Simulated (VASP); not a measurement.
Consider the following.

```
CELL_PARAMETERS angstrom
      6.23068     0.00000     0.00000
      0.00000     6.23068     0.00000
      0.00000     0.00000     6.23068
ATOMIC_POSITIONS crystal
  Cs 0.00000 0.00000 0.00000
  Sn 0.50000 0.50000 0.50000
  I  0.50000 0.00000 0.50000
  I  0.00000 0.50000 0.50000
  I  0.50000 0.50000 0.00000
```

Method: SCAN meta-GGA, VASP's PBE PAW potentials (set 64) (plane waves; VASP). Run with 520 eV cut-off, 4×4×4 Γ-centred mesh, tetrahedra with Blöchl corrections, potentials Cs_sv Sn_d I.

Unless said otherwise, spin-orbit coupling is left out, though it shifts the bands of the heavy elements here.

Predict the energy per atom (σ→0), band gap (over mesh and band path) with the smallest direct gap where there is one.

```json
{
 "band gap (over mesh and band path)": "0.45 eV",
 "smallest direct gap (over mesh and band path)": "0.45 eV",
 "energy per atom (σ→0)": "-37.737 eV/atom"
}
```

The compound is CsSnI3 in the cubic perovskite structure, the ideal cubic form; the compound distorts at low or room temperature. It was relaxed first.
